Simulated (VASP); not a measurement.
Data:

```xyz
1
Lattice="0.0000 2.1146 2.1146 2.1146 0.0000 2.1146 2.1146 2.1146 0.0000" Properties=species:S:1:pos:R:3 pbc="T T T"
Li     0.0000     0.0000     0.0000
```

These are LDA (Ceperley-Alder, Perdew-Zunger), VASP's LDA PAW potentials (set 64) (plane waves; VASP) values and carry that method's errors. Run with 520 eV cut-off, Gaussian smearing of 0.050 eV, potentials Li_sv.

Question: Give the energies of bands 2 to 4 at the high-symmetry points, in eV from the Fermi level.

Answer: 
| band | Γ | X | U | L | W |
|---|---|---|---|---|---|
| 2 | -3.58 | 1.54 | 2.57 | -0.06 | 3.59 |
| 3 | 14.81 | 5.01 | 3.15 | 3.20 | 3.59 |
| 4 | 14.81 | 8.71 | 6.83 | 13.03 | 4.56 |

It has no gap at this level: it comes out as a metal or semimetal.

The structure comes from a computed database's Li entry (Fm-3m); how it stands against other phases isn't given here. It was relaxed first, which changed the volume by -7 %.
